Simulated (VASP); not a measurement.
```xyz
2
Lattice="0.0000 1.8308 1.8308 1.8308 0.0000 1.8308 1.8308 1.8308 0.0000" Properties=species:S:1:pos:R:3 pbc="T T T"
B      0.0000     0.0000     0.0000
N      0.9154     0.9154     0.9154
```

Calculation: PBE GGA, VASP's PBE PAW potentials (set 64) (plane waves; VASP). Numerical set-up: 600 eV cut-off, 12×12×12 Γ-centred mesh, Gaussian smearing of 0.050 eV, potentials B N.

Task: Give the stress tensor in GPa (positive for a compressed cell).

Result: 
```
-10.82    0.00    0.00
  0.00  -10.82    0.00
  0.00    0.00  -10.82
```
The pressure is its mean diagonal, -10.82 GPa.

The compound is BN in the zinc blende structure. This cell was strained or had an atom moved on purpose.
